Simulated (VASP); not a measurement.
Energy against volume of Sr (fcc). These are PBEsol GGA, VASP's PBE PAW potentials (set 64) (plane waves; VASP 6.6.1) values and carry that method's errors. Run with 520 eV cut-off, 8×8×8 Γ-centred mesh, Gaussian smearing of 0.050 eV, potentials Sr_sv.

```
V (Å³/atom)  E (eV/atom)
-----------  -----------
48.590          -1.83787
50.141          -1.84390
51.692          -1.84581
53.243          -1.84422
```

Q: Fit these four points and predict the energy of the run at 54.793 Å³/atom.

A: A cubic in V^(−2/3), the third-order Birch-Murnaghan form, passes through the four points with V0 = 51.72 Å³/atom and B0 = 12 GPa, and gives -1.8397 eV/atom there. The run gave -1.8394 eV/atom, +0.2 meV/atom from the fit; all five points give B0 = 12 GPa.

The compound is Sr in the fcc structure. It was relaxed first, which changed the volume by -8 %.
